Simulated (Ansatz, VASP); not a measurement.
Two plane-wave programs on Rb4Cu

The input INCAR:

```
PREC = Accurate
ENCUT = 520
EDIFF = 1E-6
ISMEAR = 0
SIGMA = 0.1
LREAL = F
LASPH = T
NELM = 60
ALGO = Fast
ISIF = 2
LWAVE = F
LCHARG = F
GGA = PE
NBANDS = 32
```

KPOINTS

```
regular mesh
0
Gamma
  4 4 4
```

File POSCAR:

```
Rb4Cu
1.0
   -3.5325710600      3.5325710600      3.5325710600
    3.5325710600     -3.5325710600      3.5325710600
    3.5325710600      3.5325710600     -3.5325710600
Rb Cu
4 1
Direct
    0.5000000000      0.5000000000      0.5000000000
    0.5000000000      0.0000000000      0.0000000000
    0.0000000000      0.0000000000      0.5000000000
    0.0000000000      0.5000000000      0.0000000000
    0.0000000000      0.0000000000      0.0000000000
```

Input for Ansatz:

```yaml
crystal:
  lattice:
    - [-3.53257106, 3.53257106, 3.53257106]
    - [3.53257106, -3.53257106, 3.53257106]
    - [3.53257106, 3.53257106, -3.53257106]
  atoms:
    - { symbol: Rb, position: [0.5, 0.5, 0.5] }
    - { symbol: Rb, position: [0.5, 0.0, 0.0] }
    - { symbol: Rb, position: [0.0, 0.0, 0.5] }
    - { symbol: Rb, position: [0.0, 0.5, 0.0] }
    - { symbol: Cu, position: [0.0, 0.0, 0.0] }
basis:
  ecutwfc: 420
kpoints:
  mp_grid: { grid: [4, 4, 4] }
hamiltonian:
  xc: pbe
scf:
  occupations: { method: gaussian, width: 0.1 }
  lower_state_search: "off"
output:
  forces: true
  stress: true
  eigenvalues: true
```

Change from the starting cell: species swapped into the Hg4Pt type (Im-3m, No. 229).

Alike in both runs: task single point; functional PBE; k mesh 4 × 4 × 4; occupations gaussian, width 0.1 eV; no spin polarisation.

|  | VASP | Ansatz |
| --- | --- | --- |
| version | VASP 6.6.1 | Ansatz 0.2.0 |
| potentials or method | VASP PAW PBE potentials, release 64 (Rb_sv, Cu) | scalar-relativistic, plane waves, PAW |
| plane-wave cutoff (eV) | 520 | 420 |
| valence electrons in the cell | 47 | 55 |

|  | VASP | Ansatz | Ansatz less VASP |
| --- | --- | --- | --- |
| gap on the k mesh at the Fermi level (eV) | none | none | - |
| pressure (GPa) | 8.9 | 8.9 | -0.06 |

A gap of «none» marks a metal or a gap that the smearing closes. With one functional, cell and mesh, what is left measures potentials, basis and numerics. The two sets of potentials don't hold the same shells in valence.
